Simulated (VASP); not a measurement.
Ir:

```
Ir
1.0
     0.00000    1.92696    1.92696
     1.92696    0.00000    1.92696
     1.92696    1.92696    0.00000
Ir
1
Direct
  0.00000 0.00000 0.00000
```

| Quantity | Value |
| --- | --- |
| Program | VASP 6.6.1 |
| Task | relaxation of cell and atoms |
| Functional | PBEsol |
| Potentials or basis | VASP PAW PBE potentials, release 64 (Ir) |
| Cutoff | 600 eV |
| k mesh | 6 × 6 × 6 |
| Occupations | gaussian, width 0.1 eV |
| Spin | no spin polarisation |

At the start: pressure -5.1 GPa; volume 14.31 Å³/atom.

**Question.** Where does the relaxation end?

**Answer.** Over 4 steps the energy falls by 3.2 meV/atom and the volume is 14.12 Å³/atom (-1.4 %); space group Fm-3m (No. 225, to 0.05 Å).

The path:
```csv
step,energy change (eV),largest force (eV/Å),pressure (GPa),volume (Å³)
1,0.0000,0.0000,-5.13,14.31
2,0.0484,0.0000,23.79,13.38
3,-0.0032,0.0000,-0.11,14.12
4,-0.0032,0.0000,-0.01,14.12
```

Final structure:
```yaml
crystal:
  lattice:
    - [0.00000, 1.91823, 1.91823]
    - [1.91823, 0.00000, 1.91823]
    - [1.91823, 1.91823, 0.00000]
  atoms:
    - { symbol: Ir, position: [0.00000, 0.00000, 0.00000] }
```

Caveat: the k mesh is coarse (spacing up to 0.47 Å⁻¹), so the values aren't converged; the PAW data sets were made with another functional, which shifts forces and pressure a little.
